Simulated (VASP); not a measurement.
# KC (P6_3/mmc) in VASP: single point with PBE

Aim: the single point of KC with PBE.

Everything below comes from runs of VASP 6.6.1. Logs are shortened: lines on timing, memory, paths and dates and some standing lists are left out, and cuts for length are marked.

### 1 The cell of the first run

The structure is hexagonal, space group P6_3/mmc (No. 194). Conventional cell: a = 5.107 Å, b = 5.107 Å, c = 5.903 Å, α = 90.00°, β = 90.00°, γ = 120.00°. K (site symmetry -6m2) is surrounded by 5 C at 2.95 Å. C (site symmetry -6m2) is surrounded by 5 K at 2.95 Å.

The cell was built by a generator and needn't be a form met in nature.

### 2 Single point, PBE (random cell by space group and Wyckoff sites (P6_3/mmc, No. 194))

File INCAR:

```
PREC = Accurate ; ENCUT = 520
EDIFF = 1E-7 ; ISMEAR = 0
SIGMA = 0.1 ; LREAL = F
LASPH = T ; NELM = 100
ALGO = Fast ; ISIF = 2
LWAVE = F ; LCHARG = F
GGA = PE ; NBANDS = 21
```

File KPOINTS:

```
Automatic mesh
0
Gamma
  12 12 8
```

File POSCAR:

```
KC
1.0
    5.1070967886      0.0000000000      0.0000000000
   -2.5535483943      4.4228755585      0.0000000000
    0.0000000000      0.0000000000      5.9031727540
K C
2 2
Direct
    0.3333333333      0.6666666667      0.2500000000
    0.6666666667      0.3333333333      0.7500000000
    0.3333333333      0.6666666667      0.7500000000
    0.6666666667      0.3333333333      0.2500000000
```

Potentials or basis: VASP PAW PBE potentials, release 64 (K_sv, C).

Run with:

```bash
> cat potpaw_PBE.64/K_sv/POTCAR potpaw_PBE.64/C/POTCAR > POTCAR
> mpirun -np 1 vasp_std > vasp.out
```

OUTCAR:

```text
PREC = Accurate
   ENCUT = 520
   EDIFF = 1E-7
   ISMEAR = 0
   LREAL = F
   LASPH = T
   NELM = 100
   ISIF = 2
   GGA = PE

 ion  position               nearest neighbor table
   1  0.333  0.667  0.250-
   2  0.667  0.333  0.750-
   3  0.333  0.667  0.750-
   4  0.667  0.333  0.250-

  LATTYP: Found a hexagonal cell.
 ALAT       =     5.1070967886
 C/A-ratio  =     1.1558764203

  Lattice vectors:

 A1 = (   5.1070967886,   0.0000000000,   0.0000000000)
 A2 = (  -2.5535483943,   4.4228755585,   0.0000000000)
 A3 = (   0.0000000000,   0.0000000000,   5.9031727540)

Analysis of symmetry for initial positions (statically):
=====================================================================
 Subroutine PRICEL returns:
 Original cell was already a primitive cell.

 Routine SETGRP: Setting up the symmetry group for a
 hexagonal supercell.

 Subroutine GETGRP returns: Found 24 space group operations
 (whereof 12 operations were pure point group operations)
 out of a pool of 24 trial point group operations.

The static configuration has the point symmetry D_3d.
 The point group associated with its full space group is D_6h.

Analysis of symmetry for dynamics (positions and initial velocities):
=====================================================================
 Subroutine PRICEL returns:
 Original cell was already a primitive cell.

 Routine SETGRP: Setting up the symmetry group for a
 hexagonal supercell.

 Subroutine GETGRP returns: Found 24 space group operations
 (whereof 12 operations were pure point group operations)
 out of a pool of 24 trial point group operations.

The dynamic configuration has the point symmetry D_3d.
 The point group associated with its full space group is D_6h.

 Subroutine INISYM returns: Found 24 space group operations
 (whereof 12 operations are pure point group operations),
 and found     1 'primitive' translations

----------------------------------------------------------------------------------------

                                     Primitive cell

  volume of cell :     133.3412

  direct lattice vectors                    reciprocal lattice vectors
[... 88 lines left out ...]
   LASPH  =      T    aspherical Exc in radial PAW
   ENCUT  =  520.0 eV  38.22 Ry    6.18 a.u.   9.50  9.50 10.98*2*pi/ulx,y,z
   NELM   =    100;   NELMIN=  2; NELMDL= -5     # of ELM steps
   EDIFF  = 0.1E-06   stopping-criterion for ELM
   LREAL  =      F    real-space projection
   EDIFFG = 0.1E-05   stopping-criterion for IOM
   NSW    =      0    number of steps for IOM
   IBRION =     -1    ionic relax: 0-MD 1-quasi-New 2-CG
   NFREE  =      0    steps in history (QN), initial steepest desc. (CG)
   ISIF   =      2    stress and relaxation
   ISYM   =      2    0-nonsym 1-usesym 2-fastsym
   POTIM  = 0.5000    time-step for ionic-motion
   TEBEG  =    0.0;   TEEND  =   0.0 temperature during run
   PSTRESS=    0.0 pullay stress
   NELECT =      26.0000    total number of electrons
   NUPDOWN=      -1.0000    fix difference up-down
   EMIN   =  10.00;   EMAX   =-10.00  energy-range for DOS
   EFERMI =   0.00;   METHOD = LEGACY
   ISMEAR =     0;   SIGMA  =   0.10  broadening in eV -4-tet -1-fermi 0-gaus
   EFERMI_NEDOS =   21; number of points for ismear=-14 and -15
   IALGO  =     68    algorithm
   IMIX   =      4    mixing-type and parameters
     AMIX     =   0.40;   BMIX     =  1.00
     AMIX_MAG =   1.60;   BMIX_MAG =  1.00
  volume/ion in A,a.u.               =      33.34       224.96
  Fermi-wavevector in a.u.,A,eV,Ry     =   0.949317  1.793949 12.261604  0.901202
  Thomas-Fermi vector in A             =   2.077588
   LORBIT       =      0    0 simple, 1 ext, 2 COOP (PROOUT), +10 PAW based schemes
   GGA     = PE    functional components
   LHFCALC =     F    Hartree Fock is set to
   AEXX    =    0.0000 exact exchange contribution
   IVDW    =     0    specifies the selected vdW correction
   LEPSILON=     F    determine dielectric tensor
   LRPA    =     F    only Hartree local field effects (RPA)
 non-spin polarized calculation
 RMM-DIIS sequential band-by-band and
 Gauss-broadening in eV      SIGMA  =   0.10
  energy-cutoff  :      520.00
  volume of cell :      133.34
 maximum number of plane-waves:      3628
 NGX is ok and might be reduce to    40
   NGX = 19   NGY = 19   NGZ = 21

 number of electron      26.0000000 magnetization

 Free energy of the ion-electron system (eV)
  ---------------------------------------------------
  ext. energy  EPLUGINS =         0.00000000
  ---------------------------------------------------
  free energy    TOTEN  =        -8.78472309 eV

  energy without entropy =       -8.69985383  energy(sigma->0) =       -8.74228846

 E-fermi :  -1.1071     XC(G=0):  -6.7656

 val. band max:       -1.1086182424   @ k =   0.2500   0.0833   0.1250
 cond. band min:      -1.1070192381   @ k =   0.2500  -0.0000   0.3750
 fundamental gap:      0.0015990043
 Fermi energy:        -1.1070601952

 k-point     1 :       0.0000    0.0000    0.0000
  band No.  band energies     occupation
      1     -30.4860      2.00000
      2     -30.4634      2.00000
      3     -14.1132      2.00000
      4     -14.0358      2.00000
      5     -14.0358      2.00000
      6     -13.9641      2.00000
[... 565 lines left out ...]
     20       5.1403      0.00000
     21       6.2339      0.00000

 [... further k-points ...]

------------------------ aborting loop because EDIFF is reached ----------------------------------------

  FORCE on cell =-STRESS in cart. coord.  units (eV):
  Direction    XX          YY          ZZ          XY          YZ          ZX
  --------------------------------------------------------------------------------------
  -------------------------------------------------------------------------------------
  Total        0.0229928      0.0229928      0.0207028      0.0000000     -0.0000000     -0.0000000
  in kB        0.2762725      0.2762725      0.2487567      0.0000000     -0.0000000     -0.0000000
  external PRESSURE =       0.2671006 kB  Pullay stress =       0.0000000 kB

 VOLUME and BASIS-vectors are now :
 -----------------------------------------------------------------------------
  energy-cutoff  :      520.00
  volume of cell :      133.34
      direct lattice vectors                 reciprocal lattice vectors
     5.107096789  0.000000000  0.000000000     0.195805962  0.113048625  0.000000000
    -2.553548394  4.422875559  0.000000000     0.000000000  0.226097250  0.000000000
     0.000000000  0.000000000  5.903172754     0.000000000  0.000000000  0.169400430

 POSITION                                       TOTAL-FORCE (eV/Angst)
 -----------------------------------------------------------------------------------
     -0.00000      2.94858      1.47579        -0.000000     -0.000000      0.000000
      2.55355      1.47429      4.42738         0.000000      0.000000      0.000000
     -0.00000      2.94858      4.42738         0.000000      0.000000      0.000000
      2.55355      1.47429      1.47579        -0.000000     -0.000000      0.000000
 -----------------------------------------------------------------------------------
    total drift:                               -0.000000      0.000000     -0.000000

  FREE ENERGIE OF THE ION-ELECTRON SYSTEM (eV)
  ---------------------------------------------------
  free  energy   TOTEN  =        -8.7847230938 eV

  energy  without entropy=       -8.6998538259  energy(sigma->0) =       -8.74228846
```

OSZICAR:

```text
N       E                     dE             d eps       ncg     rms          rms(c)
DAV:   1     0.163198759227E+03    0.16320E+03   -0.11595E+04  3990   0.105E+03
DAV:   2     0.563984087392E+01   -0.15756E+03   -0.15367E+03  4694   0.286E+02
DAV:   3    -0.866771186333E+01   -0.14308E+02   -0.14119E+02  6816   0.658E+01
[... 16 lines left out ...]
RMM:  20    -0.878472233121E+01   -0.75871E-06   -0.68406E-06  5925   0.745E-03    0.329E-03
RMM:  21    -0.878472298691E+01   -0.65570E-06   -0.27737E-06  5882   0.603E-03    0.143E-03
RMM:  22    -0.878472338430E+01   -0.39739E-06   -0.17629E-06  4949   0.403E-03    0.220E-03
RMM:  23    -0.878472313512E+01    0.24918E-06   -0.68163E-07  4317   0.318E-03    0.646E-04
RMM:  24    -0.878472309377E+01    0.41344E-07   -0.54686E-07  4007   0.214E-03
   1 F= -.87847231E+01 E0= -.87422885E+01  d E =-.848693E-01
```

stdout:

```text
[... 40 lines left out ...]
 num prob  num prob  num prob  num prob  num prob  num prob  num prob  num prob  num prob  num prob  num prob  num prob  num prob  num prob  num prob  num prob  num prob  num prob  num prob  num prob  num prob  num prob  num prob  num prob  num prob  num prob  num prob  num prob  num prob  num prob  num prob  num prob  num prob  num prob  num prob  num prob  num prob  num prob  num prob  num prob  num prob  num prob  num prob WARNING in EDDRMM: call to ZHEGV failed, returncode =   8  4      9
 num prob  num prob  num prob  num prob  num prob  num prob  num prob  num prob  num prob  num prob  num prob  num prob  num prob  num prob  num prob  num prob  num prob  num prob  num prob  num prob  num prob  num prob  num prob  num prob  num prob  num prob  num prob  num prob  num prob  num prob  num prob  num prob  num prob RMM:  24    -0.878472309377E+01    0.41344E-07   -0.54686E-07  4007   0.214E-03
```

It took 7.7 min on 1 thread of Intel Xeon Platinum 8488C (Sapphire Rapids), shared host; peak memory 0.41 GiB.

What came out:

```yaml
Free_energy: -8.7847 eV
Pressure: 0.0 GPa
Band_gap_on_the_k_mesh: none (metal or under the smearing width)
```
